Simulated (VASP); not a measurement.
# Be3Se2O (P1) in VASP: relaxation of cell and atoms with PBE

Aim: the relaxation of cell and atoms of Be3Se2O with PBE.

Program: VASP 6.6.1. These are calculated values, not measurements. Logs are shortened: lines on timing, memory, paths and dates and some standing lists are left out, and cuts for length are marked.

## 1. The crystal as given

The typed cell holds 12 atoms: a = 5.834 Å, b = 5.819 Å, c = 11.751 Å, α = 145.87°, β = 60.04°, γ = 132.32°.

The cell was built by a generator and needn't be a form met in nature.

## 2. Relaxation of cell and atoms, PBE

INCAR reads:

```
PREC = Normal
ENCUT = 520
EDIFF = 1E-5
ISMEAR = 0
SIGMA = 0.05
LREAL = Auto
LASPH = T
NELM = 80
ALGO = Fast
ISIF = 3
LWAVE = F
LCHARG = F
GGA = PE
IBRION = 2
NSW = 110
EDIFFG = -0.03
ISYM = 0
KPAR = 8
```

KPOINTS reads:

```
Automatic mesh
0
Gamma
  6 6 6
```

POSCAR reads:

```
Be3Se2O
1.0
   -1.6936818700      5.0570386900      2.3639762000
    1.6678590500     -5.0573996100      2.3457998000
    3.5276846300     10.1617691900     -4.7295364600
Be Se O
6 4 2
Direct
    0.3523790500      0.2020720900      0.0497382600
    0.3782890300      0.2679472200      0.5845849100
    0.0851270900      0.2671215100      0.4595311800
    0.0811216400      0.1874557600      0.9305175500
    0.8207681000      0.2980853600      0.2418289800
    0.8295902300      0.3438395000      0.7616380500
    0.3437647000      0.9702177200      0.1579799900
    0.3443510500      0.0683182600      0.6967781700
    0.6795377200      0.9994722000      0.3196794800
    0.6474142500      0.9528053300      0.8179776300
    0.0688426900      0.0367939400      0.0114142800
    0.0013924900      0.0105985700      0.5022304500
```

Potentials or basis: VASP PAW PBE potentials, release 64 (Be, Se, O).

Launch:

```sh
> cat potpaw_PBE.64/Be/POTCAR potpaw_PBE.64/Se/POTCAR potpaw_PBE.64/O/POTCAR > POTCAR
> mpirun -np 8 vasp_std > vasp.out
```

OUTCAR:

```text
PREC = Normal
   ENCUT = 520
   EDIFF = 1E-5
   ISMEAR = 0
   LREAL = Auto
   LASPH = T
   NELM = 80
   ISIF = 3
   GGA = PE
   IBRION = 2
   NSW = 110
   EDIFFG = -0.03
   ISYM = 0

 ion  position               nearest neighbor table
   1  0.352  0.202  0.050-  11 1.32  10 2.15   9 2.23   7 2.48
   2  0.378  0.268  0.585-  12 1.82  10 1.91   8 2.26   9 2.32
   3  0.085  0.267  0.460-  12 1.65   8 2.23   9 2.33   7 2.42
   4  0.081  0.187  0.931-  11 1.70   8 2.11   7 2.19  10 2.39
   5  0.821  0.298  0.242-  11 1.99  12 2.00   9 2.12   7 2.20
   6  0.830  0.344  0.762-  11 1.93  12 1.96   8 2.28  10 2.30
   7  0.344  0.970  0.158-   4 2.19   5 2.20   3 2.42   1 2.48
   8  0.344  0.068  0.697-   4 2.11   3 2.23   2 2.26   6 2.28
   9  0.680  0.999  0.320-   5 2.12   1 2.23   2 2.32   3 2.33
  10  0.647  0.953  0.818-   2 1.91   1 2.15   6 2.30   4 2.39
  11  0.069  0.037  0.011-   1 1.32   4 1.70   6 1.93   5 1.99
  12  0.001  0.011  0.502-   3 1.65   2 1.82   6 1.96   5 2.00

IMPORTANT INFORMATION: All symmetrisations will be switched off!
NOSYMM: (Re-)initialisation of all symmetry stuff for point group C_1.

----------------------------------------------------------------------------------------

                                     Primitive cell

  volume of cell :     163.8419

  direct lattice vectors                    reciprocal lattice vectors
    -1.693681870  5.057038690  2.363976200     0.000498528  0.098652670  0.212334616
     1.667859050 -5.057399610  2.345799800     0.292596862 -0.002008231  0.213928423
     3.527684630 10.161769190 -4.729536460     0.145374113  0.048313753  0.000800761

  length of vectors
     5.833573696  5.819091108 11.750516033     0.234133695  0.362467001  0.153194297

  position of ions in fractional coordinates (direct lattice)
     0.352379050  0.202072090  0.049738260
     0.378289030  0.267947220  0.584584910
     0.085127090  0.267121510  0.459531180
     0.081121640  0.187455760  0.930517550
     0.820768100  0.298085360  0.241828980
     0.829590230  0.343839500  0.761638050
     0.343764700  0.970217720  0.157979990
     0.344351050  0.068318260  0.696778170
     0.679537720  0.999472200  0.319679480
     0.647414250  0.952805330  0.817977630
     0.068842690  0.036793940  0.011414280
     0.001392490  0.010598570  0.502230450

  ion indices of the primitive-cell ions
   primitive index   ion index
                 1           1
                 2           2
                 3           3
                 4           4
                 5           5
                 6           6
                 7           7
                 8           8
                 9           9
                10          10
                11          11
                12          12

----------------------------------------------------------------------------------------
[... 93 lines left out ...]
  Thomas-Fermi vector in A             =   2.223450
   LORBIT       =      0    0 simple, 1 ext, 2 COOP (PROOUT), +10 PAW based schemes
   GGA     = PE    functional components
   LHFCALC =     F    Hartree Fock is set to
   AEXX    =    0.0000 exact exchange contribution
   IVDW    =     0    specifies the selected vdW correction
   LEPSILON=     F    determine dielectric tensor
   LRPA    =     F    only Hartree local field effects (RPA)
 conjugate gradient relaxation of ions
 non-spin polarized calculation
 RMM-DIIS sequential band-by-band and
 Gauss-broadening in eV      SIGMA  =   0.05
  energy-cutoff  :      520.00
  volume of cell :      163.84
 maximum number of plane-waves:      4426
   NGX = 21   NGY = 21   NGZ = 43

--------------------------------------- Ionic step        1  -------------------------------------------

 number of electron      48.0000003 magnetization

 Free energy of the ion-electron system (eV)
  ---------------------------------------------------
  ext. energy  EPLUGINS =         0.00000000
  ---------------------------------------------------
  free energy    TOTEN  =       -58.57264340 eV

  energy without entropy =      -58.57264340  energy(sigma->0) =      -58.57264340

------------------------ aborting loop because EDIFF is reached ----------------------------------------

  FORCE on cell =-STRESS in cart. coord.  units (eV):
  Direction    XX          YY          ZZ          XY          YZ          ZX
  --------------------------------------------------------------------------------------
  -------------------------------------------------------------------------------------
  Total        2.4734582      5.0582601      3.8834716     -0.7865557      3.7707261      2.3164214
  in kB       24.1874533     49.4637148     37.9756925     -7.6915709     36.8731770     22.6518223
  external PRESSURE =      37.2089536 kB  Pullay stress =       0.0000000 kB
[... 119 lines left out ...]
  FREE ENERGIE OF THE ION-ELECTRON SYSTEM (eV)
  ---------------------------------------------------
  free  energy   TOTEN  =       -60.3172102693 eV

  energy  without entropy=      -60.3172102693  energy(sigma->0) =      -60.31721027

 E-fermi :   3.4211     XC(G=0):  -9.3928

 val. band max:        3.1370740992   @ k =   0.5000   0.5000   0.0000
 cond. band min:       5.8671774410   @ k =   0.5000   0.5000   0.0000
 fundamental gap:      2.7301033418
 Fermi energy:         3.4211121489

 k-point     1 :       0.0000    0.0000    0.0000
  band No.  band energies     occupation
      1     -15.8662      2.00000
      2     -15.7896      2.00000
      3     -10.1998      2.00000
      4      -9.2162      2.00000
      5      -8.7799      2.00000
      6      -8.3962      2.00000
[... 805 lines left out ...]
     30       8.9302      0.00000
     31       9.1296      0.00000

 [... further k-points ...]

[... ionic steps 4 to 41 ...]

--------------------------------------- Ionic step       42  -------------------------------------------

 number of electron      47.9999997 magnetization

------------------------ aborting loop because EDIFF is reached ----------------------------------------
[... 87 lines left out ...]
--------------------------------------- Ionic step       44  -------------------------------------------

 number of electron      47.9999997 magnetization

 Free energy of the ion-electron system (eV)
  ---------------------------------------------------
  ext. energy  EPLUGINS =         0.00000000
  ---------------------------------------------------
  free energy    TOTEN  =       -61.86275823 eV

  energy without entropy =      -61.86275823  energy(sigma->0) =      -61.86275823

 E-fermi :   3.4226     XC(G=0):  -9.3564

 val. band max:        3.1537714181   @ k =   0.5000   0.5000   0.0000
 cond. band min:       5.9541568364   @ k =   0.5000   0.5000   0.0000
 fundamental gap:      2.8003854184
 Fermi energy:         3.4226037802

 k-point     1 :       0.0000    0.0000    0.0000
  band No.  band energies     occupation
      1     -15.9401      2.00000
      2     -15.8685      2.00000
      3     -10.2225      2.00000
      4      -9.2477      2.00000
      5      -8.7700      2.00000
      6      -8.4569      2.00000
[... 846 lines left out ...]
  FREE ENERGIE OF THE ION-ELECTRON SYSTEM (eV)
  ---------------------------------------------------
  free  energy   TOTEN  =       -61.8627582333 eV

  energy  without entropy=      -61.8627582333  energy(sigma->0) =      -61.86275823

 reached required accuracy - stopping structural energy minimisation
```

OSZICAR:

```text
N       E                     dE             d eps       ncg     rms          rms(c)
DAV:   1     0.227748228576E+03    0.22775E+03   -0.20644E+04  6944   0.134E+03
DAV:   2    -0.405019626581E+02   -0.26825E+03   -0.25498E+03  9016   0.250E+02
DAV:   3    -0.620503702698E+02   -0.21548E+02   -0.21324E+02  8728   0.810E+01
[... 363 lines left out ...]
       N       E                     dE             d eps       ncg     rms          rms(c)
DAV:   1    -0.618627526158E+02   -0.10260E-03   -0.45573E-02  7000   0.125E+00    0.653E-02
RMM:   2    -0.618627876123E+02   -0.34996E-04   -0.12351E-03  6944   0.196E-01    0.337E-02
RMM:   3    -0.618627614084E+02    0.26204E-04   -0.13861E-04  6934   0.664E-02    0.148E-02
RMM:   4    -0.618627582333E+02    0.31752E-05   -0.28240E-05  4720   0.287E-02
  44 F= -.61862758E+02 E0= -.61862758E+02  d E =-.107709E-03
```

CONTCAR:

```text
Be3Se2O
   1.00000000000000
    -1.6989643146953675    5.0230156216606305    2.3308923467463902
     1.9585860154419739   -5.0243853522784043    2.5302580987382233
     3.4035914206517752   10.0489503758789098   -4.6567405719479664
  Be              Se              O
     6     4     2
Direct
     0.3641262610781257    0.2582839315995158    0.0864329801352581
     0.3653388371683756    0.2617699821591551    0.5871504413809039
     0.0947316660919083    0.2610930766141952    0.4518566666980322
     0.0941105194164271    0.2585535738925192    0.9511941813777834
     0.7805174496192925    0.1082178245621732    0.1679456372378361
     0.7817971573482296    0.1130353115436384    0.6694578608549822
     0.3410118537868256    0.0060901801020763    0.1703236232803911
     0.3418536751155932    0.0084393361059087    0.6706644990730262
     0.6738723888587989    0.0068241046948989    0.3368447676102364
     0.6748687799322334    0.0084936777005400    0.8371227156073940
     0.0596155162823882    0.1542071184053598    0.0515331295788253
     0.0607339353018004    0.1597193426200262    0.5533724271653233

  0.00000000E+00  0.00000000E+00  0.00000000E+00
  0.00000000E+00  0.00000000E+00  0.00000000E+00
  0.00000000E+00  0.00000000E+00  0.00000000E+00
  0.00000000E+00  0.00000000E+00  0.00000000E+00
  0.00000000E+00  0.00000000E+00  0.00000000E+00
  0.00000000E+00  0.00000000E+00  0.00000000E+00
  0.00000000E+00  0.00000000E+00  0.00000000E+00
  0.00000000E+00  0.00000000E+00  0.00000000E+00
  0.00000000E+00  0.00000000E+00  0.00000000E+00
  0.00000000E+00  0.00000000E+00  0.00000000E+00
  0.00000000E+00  0.00000000E+00  0.00000000E+00
  0.00000000E+00  0.00000000E+00  0.00000000E+00
```

Wall time 33 min (8 MPI ranks of Intel Xeon Platinum 8488C (Sapphire Rapids), shared host); peak memory 0.58 GiB.

Results:

| Item | Value |
| --- | --- |
| Free energy | -61.8628 eV |
| Relaxed volume | 14.85 Å³/atom |
| Relaxed cell | a = 5.792 Å, b = 5.957 Å, c = 11.587 Å, α = 143.67°, β = 59.72°, γ = 131.07° |
| Space group after relaxing (to 0.05 Å) | Cm (No. 8) |
| Energy gained by relaxing | 274.2 meV/atom |
| Ionic steps | 44 |
| Pressure after relaxing | 0.0 GPa |
| Largest force after relaxing | 0.024 eV/Å |
| Band gap on the k mesh | 2.80 eV, direct |

Forces on the atoms (eV/Å):
```
Be   0.003  0.002  0.002
Be  -0.002 -0.004 -0.013
Be  -0.001  0.011 -0.014
Be   0.006  0.015 -0.007
Be  -0.001  0.002  0.017
Be   0.000  0.000  0.003
Se   0.003 -0.006  0.006
Se  -0.005  0.000 -0.001
Se   0.008  0.005  0.011
Se   0.001  0.003  0.000
O    0.007 -0.022 -0.007
O   -0.018 -0.006  0.003
```

The path:
```
step  energy change (eV)  largest force (eV/Å)  pressure (GPa)  volume (Å³)
   1              0.0000                9.2507            3.72       163.84
   3             -1.7446                1.8392           -2.65       167.62
   5             -2.2345                0.6673            0.31       161.33
   7             -2.3169                0.5304           -0.11       161.52
   9             -2.3534                0.2534            0.17       161.15
  11             -2.3815                0.5229           -0.25       162.04
  13             -2.4156                0.5717            0.03       162.20
  15             -2.4747                0.7544            0.88       162.72
  17             -2.5153                2.2674            3.03       165.32
  19             -2.5957                1.3174            1.86       165.03
  21             -2.8431                1.7797            1.24       172.35
  23             -3.0157                0.6943           -0.92       177.11
  25             -3.1504                0.9725           -0.12       177.22
  27             -3.2263                0.5185            0.53       176.88
  29             -3.2592                0.4702           -0.09       178.16
  31             -3.2772                0.1863           -0.20       178.60
  33             -3.2833                0.2337            0.06       178.13
  35             -3.2867                0.0925            0.09       177.99
  37             -3.2885                0.1069            0.05       178.18
  39             -3.2893                0.0598           -0.03       178.39
  41             -3.2898                0.0409           -0.04       178.42
  43             -3.2900                0.0384            0.01       178.30
  44             -3.2901                0.0239            0.01       178.26
```

Final structure:
```
CELL_PARAMETERS angstrom
-1.69896 5.02302 2.33089
1.95859 -5.02439 2.53026
3.40359 10.04895 -4.65674
ATOMIC_POSITIONS crystal
Be 0.36413 0.25828 0.08643
Be 0.36534 0.26177 0.58715
Be 0.09473 0.26109 0.45186
Be 0.09411 0.25855 0.95119
Be 0.78052 0.10822 0.16795
Be 0.78180 0.11304 0.66946
Se 0.34101 0.00609 0.17032
Se 0.34185 0.00844 0.67066
Se 0.67387 0.00682 0.33684
Se 0.67487 0.00849 0.83712
O 0.05962 0.15421 0.05153
O 0.06073 0.15972 0.55337
```
